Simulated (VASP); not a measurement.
Input of a VASP 6.6.1 run:

The input INCAR:

```
SYSTEM = Mg3TlF
ALGO     = Normal         ! electronic algorithm
EDIFF    = 1E-6           ! SCF threshold, eV
ENCUT    = 520            ! plane-wave cutoff, eV
GGA      = PE             ! functional
ISIF     = 2              ! what is computed and relaxed
ISMEAR   = 0              ! smearing method
LASPH    = .TRUE.         ! aspherical terms in the spheres
LCHARG   = .FALSE.        ! write CHGCAR
LREAL    = .FALSE.        ! projectors in reciprocal space
LWAVE    = .FALSE.        ! write WAVECAR
NBANDS   = 21             ! bands
NELM     = 100            ! most SCF steps
PREC     = Accurate       ! precision mode
SIGMA    = 0.1            ! smearing width, eV
```

Contents of KPOINTS:

```
k-points
0
G
  8 8 8
  0 0 0
```

POSCAR

```
Mg3TlF
1.0
    4.6163839461      0.0000000000      0.0000000000
    0.0000000000      4.6163839461      0.0000000000
    0.0000000000      0.0000000000      4.6163839461
Mg Tl F
3 1 1
Direct
    0.0000000000      0.5000000000      0.5000000000
    0.5000000000      0.0000000000      0.5000000000
    0.5000000000      0.5000000000      0.0000000000
    0.0000000000      0.0000000000      0.0000000000
    0.5000000000      0.5000000000      0.5000000000
```

Potentials or basis: VASP PAW PBE potentials, release 64 (Mg, Tl_d, F).

Command:

```sh
$ cat potpaw_PBE.64/Mg/POTCAR potpaw_PBE.64/Tl_d/POTCAR potpaw_PBE.64/F/POTCAR > POTCAR
$ mpirun -np 1 vasp_std > vasp.out
```

Task: What does it give for the pressure?

Result: -0.3 GPa.

Task: What does it give for the band gap on the k mesh?

Result: None (metal or under the smearing width).

The run has no spin-orbit coupling, so splittings on Tl are missing.
